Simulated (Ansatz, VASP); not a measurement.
**Zr3CdC: VASP beside Ansatz**

Contents of INCAR:

```
SYSTEM = Zr3CdC
ALGO = Normal
EDIFF = 1E-6
EDIFFG = -0.01
ENCUT = 600
GGA = PE
IBRION = 2
ISIF = 3
ISMEAR = 0
LASPH = .TRUE.
LCHARG = .FALSE.
LREAL = .FALSE.
LWAVE = .FALSE.
NELM = 100
NSW = 100
PREC = Accurate
SIGMA = 0.1
```

The input KPOINTS:

```
k-points
0
G
  8 8 8
  0 0 0
```

Contents of POSCAR:

```
Zr3CdC
1.0
    4.5704972650      0.0000000000      0.0000000000
    0.0000000000      4.5704972650      0.0000000000
    0.0000000000      0.0000000000      4.5704972650
Zr Cd C
3 1 1
Direct
    0.0000000000      0.5000000000      0.5000000000
    0.5000000000      0.0000000000      0.5000000000
    0.5000000000      0.5000000000      0.0000000000
    0.0000000000      0.0000000000      0.0000000000
    0.5000000000      0.5000000000      0.5000000000
```

Input for Ansatz:

```yaml
crystal:
  lattice:
    - [4.570497265, 0.0, 0.0]
    - [0.0, 4.570497265, 0.0]
    - [0.0, 0.0, 4.570497265]
  atoms:
    - { symbol: Zr, position: [0.0, 0.5, 0.5] }
    - { symbol: Zr, position: [0.5, 0.0, 0.5] }
    - { symbol: Zr, position: [0.5, 0.5, 0.0] }
    - { symbol: Cd, position: [0.0, 0.0, 0.0] }
    - { symbol: C, position: [0.5, 0.5, 0.5] }
basis:
  ecutwfc: 420
kpoints:
  mp_grid: { grid: [8, 8, 8] }
hamiltonian:
  xc: pbe
scf:
  occupations: { method: gaussian, width: 0.1 }
output:
  forces: true
  stress: true
  eigenvalues: true
  write_density: true
  write_potential: true
  elf: true
  volumetric_format: npy
relax:
  adjacent_minimum: "off"
  f_tol: 0.01
  max_steps: 80
  cell: { stress_tol: 0.05 }
```

Change from the starting cell: species swapped into the TbBRh3 type (Pm-3m, No. 221).

Alike in both runs: task relaxation of cell and atoms; functional PBE; k mesh 8 × 8 × 8; occupations gaussian, width 0.1 eV; no spin polarisation.

|  | VASP | Ansatz |
| --- | --- | --- |
| version | VASP 6.6.1 | Ansatz 0.2.0 |
| potentials or method | VASP PAW PBE potentials, release 64 (Zr_sv, Cd, C) | scalar-relativistic, plane waves, PAW |
| plane-wave cutoff (eV) | 600 | 420 |
| valence electrons in the cell | 52 | 60 |

Ansatz gave:

- gap on the k mesh at the Fermi level, each at its own relaxed structure (eV): none
- relaxed volume (Å³/atom): 19.12
- relaxed cell length with the largest relative difference (Å): 4.572

What did VASP give for the same quantities?

gap on the k mesh at the Fermi level, each at its own relaxed structure (eV): none; relaxed volume (Å³/atom): 19.13; relaxed cell length with the largest relative difference (Å): 4.573.

A gap of «none» marks a metal or a gap that the smearing closes. The two sets of potentials don't hold the same shells in valence.
